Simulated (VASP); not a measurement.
All values below come from PBE GGA, VASP's PBE PAW potentials (set 64) (plane waves; VASP).

VASP ran on this input.

### POSCAR
```
Tl
1
    1.7300000000    -2.9964480000     0.0000000000
    1.7300000000     2.9964480000     0.0000000000
    0.0000000000     0.0000000000     5.5200000000
Tl
2
Direct
  0.3333330000   0.6666670000   0.2500000000
  0.6666670000   0.3333330000   0.7500000000
```

INCAR:
```
# general
SYSTEM  = Tl
PREC    = Accurate
ENCUT   = 400   # plane-wave cut-off (eV)
LREAL   = .FALSE.
LASPH   = .TRUE.   # aspherical one-centre terms

# electronic loop
EDIFF   = 1E-6   # SCF stop (eV)
NELM    = 100   # most electronic steps
ALGO    = Normal   # blocked Davidson
LMAXMIX = 4

# smearing
ISMEAR  = 1
SIGMA   = 0.1   # width (eV)

# functional
GGA     = PE   # PBE

# ions
ISIF    = 2   # forces and stress, cell fixed

# output
LWAVE   = .FALSE.
LCHARG  = .FALSE.
```

File KPOINTS:
```
Automatic mesh
0
Gamma
14 14 8
0 0 0
```

POTCAR, in this order: Tl_d (PBE.64 set). Program: vasp_std.

Output

### OSZICAR
```
       N       E                     dE             d eps       ncg     rms          rms(c)
DAV:   1     0.106879558186E+03    0.10688E+03   -0.12732E+04  4152   0.118E+03
DAV:   2    -0.281990310367E+01   -0.10970E+03   -0.10848E+03  4425   0.259E+02
DAV:   3    -0.443950957758E+01   -0.16196E+01   -0.16146E+01  4782   0.288E+01
DAV:   4    -0.444853082214E+01   -0.90212E-02   -0.90206E-02  4562   0.231E+00
DAV:   5    -0.444863821013E+01   -0.10739E-03   -0.10739E-03  4726   0.249E-01    0.315E+00
DAV:   6    -0.440367683516E+01    0.44961E-01   -0.86805E-02  4264   0.252E+00    0.220E+00
DAV:   7    -0.439585382393E+01    0.78230E-02   -0.40826E-02  4281   0.172E+00    0.699E-01
DAV:   8    -0.439517270927E+01    0.68111E-03   -0.35695E-03  4205   0.486E-01    0.373E-02
DAV:   9    -0.439517869818E+01   -0.59889E-05   -0.20189E-05  4848   0.426E-02    0.117E-02
DAV:  10    -0.439518446551E+01   -0.57673E-05   -0.62579E-06  4261   0.230E-02    0.220E-03
DAV:  11    -0.439518473218E+01   -0.26667E-06   -0.49349E-07  2275   0.584E-03
   1 F= -.43951847E+01 E0= -.43951466E+01  d E =-.114411E-03
```

**OUTCAR**
```
------------------------ aborting loop because EDIFF is reached ----------------------------------------
  FORCE on cell =-STRESS in cart. coord.  units (eV):
  Direction    XX          YY          ZZ          XY          YZ          ZX
  --------------------------------------------------------------------------------------
  Total        1.0851123      1.0851124      1.0794045      0.0000000     -0.0000000      0.0000000
  in kB       30.3782918     30.3782939     30.2184996      0.0000000     -0.0000000      0.0000000
  external PRESSURE =      30.3250284 kB  Pullay stress =       0.0000000 kB
  volume of cell :       57.23
      direct lattice vectors                 reciprocal lattice vectors
     1.730000000 -2.996448000  0.000000000     0.289017341 -0.166864234  0.000000000
     1.730000000  2.996448000  0.000000000     0.289017341  0.166864234  0.000000000
     0.000000000  0.000000000  5.520000000     0.000000000  0.000000000  0.181159420
 POSITION                                       TOTAL-FORCE (eV/Angst)
 -----------------------------------------------------------------------------------
      1.73000      0.99882      1.38000         0.000000     -0.000000      0.000000
      1.73000     -0.99882      4.14000        -0.000000      0.000000      0.000000
 -----------------------------------------------------------------------------------
    total drift:                               -0.000012      0.000454      0.000010
  FREE ENERGIE OF THE ION-ELECTRON SYSTEM (eV)
  ---------------------------------------------------
  free  energy   TOTEN  =        -4.3951847322 eV

  energy  without entropy=       -4.3950703208  energy(sigma->0) =       -4.39514660
```
(Selected blocks of OUTCAR.)

The compound is Tl in the hcp structure. The cell was not relaxed at this level. The run is one of a series of settings (KPOINTS 14×14×8 Γ-centred mesh against the base run), some of them coarse on purpose.
